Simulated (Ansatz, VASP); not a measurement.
# Cross-check of HfC between VASP and Ansatz, part 2 of 2

One calculation is typed for both programs; each brings its own data sets. How far apart do they land? The cell is taken from a series of runs on this material, whose earlier steps may have relaxed, scaled, displaced or heated it; both programs get it as it stands.

VASP 6.6.1 and Ansatz 0.2.0.

So far: The starting structure; VASP: zone-centre phonons, PBEsol.

## Step 3: Ansatz: zone-centre phonons, PBEsol

Level of this step: Ansatz beside VASP: Kohn-Sham DFT, plane waves, PBEsol (Ansatz).

Ansatz runs on its PAW soft_1 files.

The same cell, functional, mesh and smearing now go to Ansatz, which takes its cutoff from its data sets.

Input file input.yaml:

```yaml
crystal:
  lattice:
    - [0.0, 2.349651672, 2.2863105419]
    - [2.349651672, 0.0, 2.2863105419]
    - [2.349651672, 2.349651672, 0.0]
  atoms:
    - { symbol: C, position: [0.0, 0.0, 0.0] }
    - { symbol: Hf, position: [0.5, 0.5, 0.5] }
kpoints:
  mp_grid: { grid: [16, 16, 16] }
hamiltonian:
  xc: pbesol
  pseudopotentials: { kind: paw, azcp: { folder: soft_1 }, xc_functional: pbe }
scf:
  occupations: { method: methfessel_paxton, width: 0.2 }
output:
  eigenvalues: true
phonons:
  method: dfpt
```

Run with:

```
ansatz run input.yaml --threads 4 --pin off --max-ram 10240MiB --backend cpu --events-out ev --progress --plain --runs-dir out
```

Numbers of over 12 decimals in the logs are rounded to 6 here.

What it wrote:

```text
zone centre: on kpoints.mp_grid the ground state, and the responses unless they are solved on pairs of k-points, stand on 621 of the mesh's 4096 k-points, reduced under 8 symmetry operations, with k and −k counted as one. Each operation leaves every solved displacement unchanged or reverses it
Engine: ansatz 0.2.0, x86_64-unknown-linux-gnu
Pseudopotentials: kind: paw
Pseudopotential: C, paw, valence charge 4, recommended cutoff 420 eV (normal), soft_1/C.paw.azcp
Pseudopotential: Hf, paw, valence charge 26, recommended cutoff 420 eV (normal), soft_1/Hf.paw.azcp
Functional definition: PBEsol
  exchange = pbesol_x
  correlation = pbesol_c
Crystal: 2 atoms, lattice volume = 25.245 Å³
Basis set: ecut = 420 eV, 515 PW (Γ), exchange–correlation on 48×48×48 points (8 copies of the dense FFT grid, shifted against one another)
Bands: 19, of which v1, the nominal top of the filled ones, is band 15 counted from 1 (14 counted from 0)
Symmetry: 16 space group operations
k-points: 621 of 4096 (irreducible under 8 space group operations)
Non-local potential: C, projectors of the file, l = 0: 2, l = 1: 2, l = 2: 1
Non-local potential: Hf, projectors of the file, l = 0: 3, l = 1: 2, l = 2: 2, l = 3: 3
PAW form: soft (Blöchl's): semilocal exchange-correlation on the pseudo side does not see the compensation charge
PAW frozen core: C, regenerated for the run's functional, and the local potential with it (the file was generated under x = pbe(κ = 0.804, μ = 0.219515), c = pbe(β = 0.066725))
PAW frozen core: Hf, regenerated for the run's functional, and the local potential with it (the file was generated under x = pbe(κ = 0.804, μ = 0.219515), c = pbe(β = 0.066725))
PAW one-centre angular grid: C, 110 points (default); XC on 64 Gauss nodes
PAW one-centre angular grid: Hf, 590 points (default); XC on 64 Gauss nodes
Initial density: superposition of atomic densities (chi_scale 0.1, normalization cell, long waves kept (reshape's long-wave potential 0.00 eV rms))
Initial wavefunctions: pseudopotential atomic-orbital guess
Functional: x = pbesol(κ = 0.804, μ = 0.123457), c = pbesol(β = 0.046)
SCF iter   1: F=—  HF=-15848.014069 eV  |F-HF|=—  |Δ(HF+E_count)|=         —  Δρ=8.42e-2  dr2=2.47e0  ethr=3.10e-3  ⟨swp⟩=4.9  Hψ=50896  notcnv=0
preconditioner: auto → Kerker (q_TF=auto, 2.808 Å⁻¹)  [metal: Δε(μ)=0.019 eV  Ē_g=17.577 eV  σ=0.200 eV  W_gap=0.08  n_scr=14 (ndim 8)  ℏωp=39.1 eV  f_vac=0.000  D(μ)=0.20/eV (n_scr^D=0)]
SCF iter   2: F=—  HF=-15847.509824 eV  |F-HF|=—  |Δ(HF+E_count)|=   5.04e-1  S|Δr|=    0.00e0  Δρ=3.28e-2  dr2=2.69e-1  ethr=3.10e-3  ⟨swp⟩=2.5  Hψ=21900  notcnv=0  defer=6
SCF iter   3: F=—  HF=-15847.456492 eV  |F-HF|=—  |Δ(HF+E_count)|=   5.33e-2  S|Δr|=    0.00e0  Δρ=1.43e-2  dr2=3.31e-2  ethr=8.96e-4  ⟨swp⟩=2.0  Hψ=20870  notcnv=0  defer=1
SCF iter   4: F=—  HF=-15847.447901 eV  |F-HF|=—  |Δ(HF+E_count)|=   8.59e-3  S|Δr|=    0.00e0  Δρ=8.16e-3  dr2=8.17e-3  ethr=1.10e-4  ⟨swp⟩=2.1  Hψ=21087  notcnv=0
SCF iter   5: F=—  HF=-15847.447870 eV  |F-HF|=—  |Δ(HF+E_count)|=   3.08e-5  S|Δr|=    0.00e0  Δρ=1.50e-3  dr2=2.98e-4  ethr=2.72e-5  ⟨swp⟩=2.4  Hψ=20465  notcnv=0
SCF iter   6: F=—  HF=-15847.447828 eV  |F-HF|=—  |Δ(HF+E_count)|=   4.19e-5  S|Δr|=    0.00e0  Δρ=2.43e-4  dr2=1.48e-5  ethr=9.94e-7  ⟨swp⟩=2.9  Hψ=21222  notcnv=0
SCF iter   7: F=—  HF=-15847.447831 eV  |F-HF|=—  |Δ(HF+E_count)|=   3.13e-6  S|Δr|=    0.00e0  Δρ=6.55e-5  dr2=8.47e-7  ethr=4.93e-8  ⟨swp⟩=2.2  Hψ=21512  notcnv=0
SCF iter   8: F=—  HF=-15847.447832 eV  |F-HF|=—  |Δ(HF+E_count)|=   1.35e-6  S|Δr|=    0.00e0  Δρ=1.36e-5  dr2=2.66e-8  ethr=2.82e-9  ⟨swp⟩=2.8  Hψ=23406  notcnv=0
SCF iter   9: F=—  HF=-15847.447832 eV  |F-HF|=—  |Δ(HF+E_count)|=   1.36e-8  S|Δr|=    0.00e0  Δρ=2.50e-6  dr2=1.26e-9  ethr=8.85e-11  ⟨swp⟩=2.3  Hψ=19385  notcnv=0
SCF iter  10: F=—  HF=-15847.447832 eV  |F-HF|=—  |Δ(HF+E_count)|=   1.78e-9  S|Δr|=    0.00e0  Δρ=3.30e-7  dr2=1.93e-11  ethr=4.21e-12  ⟨swp⟩=2.8  Hψ=23964  notcnv=0
SCF iter  11: F=-15847.447832 eV  HF=-15847.447832 eV  |F-HF|=7.28e-12  |Δ(HF+E_count)|=  1.82e-12  S|Δr|=    0.00e0  Δρ=5.44e-8  dr2=3.89e-13  ethr=1.00e-12  ⟨swp⟩=4.3  Hψ=97939  notcnv=0
SCF 1 converged in 11 iterations: F = -15847.447832 eV  dr2 = 3.89e-13
  Residual-converged pass: ⟨swp⟩=1.0  Hψ=14403  notcnv=0  max |occ|·‖R‖ = 7.1e-9 eV (tolerance 1.0e-8 eV)  dr2=3.89e-13  dr2_onsite=3.00e-14  max |Δocc| = 2.7e-13
  greatest PAW one-centre occupation: 0.998 electrons in one spin orbital (limit 2), on the Hf atom at site 1 (counted from 0), in its partial waves of l = 0
DFPT response loops at Γ: preconditioner auto → Kerker (q_TF=auto, 2.808 Å⁻¹) (partly filled bands, converged f_vac=0.000); β = 1.00, the filter's whole step (`scf.mixing.beta` (0.50) is not read by the response loops under this deck's `scf.mixing.preconditioner`; to damp them name `kerker` or `kerker_dos`, under which they read `scf.mixing.beta`, and type it under 1.00, their step now; both keys bind the ground state too); Broyden in place of MSR1
SCF converged after 11 iterations
Stability not checked: this state was not tested for a lower state beside it, because cold or Methfessel-Paxton smearing, or corrected tetrahedra, fill the levels in a way that the test cannot read (fill_not_monotonic; see scf.lower_state_search)
Free energy (F): -15847.447832 eV
Harris-Foulkes:  -15847.447832 eV  (|F-HF|=7.28e-12)
Internal energy: -15847.447607 eV  (E = F + TS)
E sigma→0 (E₀):  -15847.447776 eV
Entropy (-TS):   -0.000226 eV (-0.113 meV/atom)
Fermi energy:    18.338844 eV
--- Per-component energies (eV) ---
  E_band       = 58.720929
  E_kinetic    = 492.479657
  E_local      = -6243.861025  (includes V_loc(G=0)·N_el)
  E_nonlocal   = 91.076315
  E_hartree    = 3051.713604
  E_xc         = -311.616257
  E_vxc        = -312.931363  (∫ρ·V_xc dr)
  E_paw        = -7673.127785  (= ΣΔE_a)
  E_vpaw       = -71.469937  (= ΣTr[D̂ρ^β])
  E_aug_tail   = 0.000112  (compensation charges beyond the density's cutoff)
  E_ewald      = -5255.384385
  E_core_change = 1.272157  (= ΣΔE_core)
  E_smearing   = -0.000226  (= −TS)
  E_closure    = -0.000000  (closes the sum)
  Σ components = -15847.447832   (vs F -15847.447832, Δ=0.00e0)
--- Band table (eV; the first three rows and the last of 621) ---
  k-point 0: bands = [... 11 lower, 7.3645, 19.3590, 19.3590, 19.5049, 19.5596, 19.5596, 19.8481, 21.4778]
  k-point 1: bands = [... 11 lower, 7.3636, 18.5988, 18.7894, 18.9322, 19.8245, 19.9485, 20.2253, 21.9852]
  k-point 2: bands = [... 11 lower, 7.3636, 17.5416, 17.9793, 18.1191, 20.1713, 20.2752, 20.6308, 23.0472]
  k-point 620: bands = [... 11 lower, 7.9891, 15.9195, 16.4593, 18.1623, 18.1623, 23.5933, 24.9876, 24.9876]
--- Phonons (Γ-DFPT): 4 representative perturbations + reference, on 621 of 4096 k-points (Σ response iterations 12) ---
  k mesh reduced under 8 symmetry operations, with k and −k counted as one. Each operation leaves every solved displacement unchanged or reverses it
  ASR residual: 2.412e-5 → 0.000e0 eV/Å²; symmetrization residual: 1.144e-6 eV/Å²
  ASR residual per site (eV/Å²): 1.60e-5 2.41e-5
  Γ frequencies (cm⁻¹): 0.00 0.00 0.00 394.95 394.95 475.98
  non-analytic LO–TO correction: not included (Born effective charges unavailable; polar crystals: no LO–TO splitting at Γ)
```

The column dr2 measures how far the density is from self-consistency, as an energy; F and HF (Harris–Foulkes) agree once it is small.

## Step 4: Side by side

Known differences besides the potentials themselves: the data sets hold 30 valence electrons in Ansatz (on its PAW soft_1 files) and 14 in VASP; the cutoff is 420 eV in Ansatz and 600 eV in VASP; Ansatz makes its cores anew for this functional, VASP keeps those of its PBE data sets. Total energies have different zeros and are not compared.

The two programs side by side:

```
                  quantity  Ansatz   VASP  difference
optical mode 1 to 2 (cm⁻¹)   394.9  392.7     +0.57 %
     optical mode 3 (cm⁻¹)   476.0  475.2     +0.16 %
```

Modes are paired by rising frequency, not by their patterns, so a pair may set unlike modes beside each other; they are those without the splitting of longitudinal modes.

## Step 5: What came out

```yaml
r_m_s_difference_of_the_optical_zone_centre_modes_each_program_s_sorted_by_frequency_zone_centre_phonons_pbesol: 1.9 cm⁻¹
difference_in_optical_mode_1_to_2_zone_centre_phonons_pbesol: +0.6 %
```

**Reading.** The r.m.s. difference of the optical zone-centre modes, each program's sorted by frequency is 1.9 cm⁻¹ (zone-centre phonons, PBEsol). The data sets hold unlike numbers of valence electrons (30 in Ansatz and 14 in VASP), so part of the differences comes from the potentials. Among the rows given in per cent, the largest difference of the zone-centre phonons, PBEsol pair is in optical mode 1 to 2, +0.6 %. How closely two codes agree says nothing of how well the functional describes the real material.

[Lines on the potential files, build, host, timing and source positions are cut from VASP's logs without a mark.]

[Logs are printed without paths, hosts, clocks, repeated set-up lines and the standing remarks that a program may print on its own settings, such as how far it seeks lower states.]

[Hosts, paths, dates, database ids (printed as entryN), source tags and the programs' standing remarks are cut or masked in the printed files.]
